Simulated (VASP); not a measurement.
```xyz
4
Lattice="3.2469 -2.0490 0.0000 3.2469 2.0490 0.0000 0.0000 0.0000 8.2930" Properties=species:S:1:pos:R:3 pbc="T T T"
Cl     3.2469    -1.5648     5.0210
Cl     3.2469     1.5648     3.2720
Cl     3.2469    -0.4841     0.8745
Cl     3.2469     0.4841     7.4186
```

All values below come from r2SCAN meta-GGA, VASP's PBE PAW potentials (set 64) (plane waves; VASP). Numerical set-up: 400 eV cut-off, 7×7×3 Γ-centred mesh, tetrahedra with Blöchl corrections, potentials Cl.

Predict the energy per atom (σ→0), band gap (over mesh and band path) with the smallest direct gap where there is one.

```yaml
band gap (over mesh and band path): 2.69 eV
smallest direct gap (over mesh and band path): 2.69 eV
energy per atom (σ→0): -6.149 eV/atom
```

The structure comes from a computed database's Cl entry (Cmce); how it stands against other phases isn't given here. It was relaxed first.
